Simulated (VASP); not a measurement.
Input:

```xyz
1
Lattice="-2.5100 2.5100 2.5100 2.5100 -2.5100 2.5100 2.5100 2.5100 -2.5100" Properties=species:S:1:pos:R:3 pbc="T T T"
Ba     0.0000     0.0000     0.0000
```

The numbers are results of r2SCAN meta-GGA, VASP's PBE PAW potentials (set 64) (plane waves; VASP 6.6.1), not measurements. Numerical set-up: 480 eV cut-off, 9×9×9 Γ-centred mesh, first-order Methfessel-Paxton smearing of 0.10 eV, potentials Ba_sv.

Energy and stress use the plane-wave basis of the starting cell.

### Question
The ions, cell shape and volume are relaxed. Give the cell that the relaxation ends in.

### Answer

```xyz
1
Lattice="-2.5399 2.5399 2.5399 2.5399 -2.5399 2.5399 2.5399 2.5399 -2.5399" Properties=species:S:1:pos:R:3 pbc="T T T"
Ba     0.0000     0.0000     0.0000
```
Space group Im-3m (229), at a tolerance of 0.03 Å.

### Question
How do energy and volume change from the first to the last step?

### Answer
The energy (σ→0) changes by -2.3 meV/atom and the volume by +3.6 %, in 5 ionic steps.

The compound is Ba in the bcc structure. This run relaxes it. Symmetry was kept, so distortions that lower it aren't found.
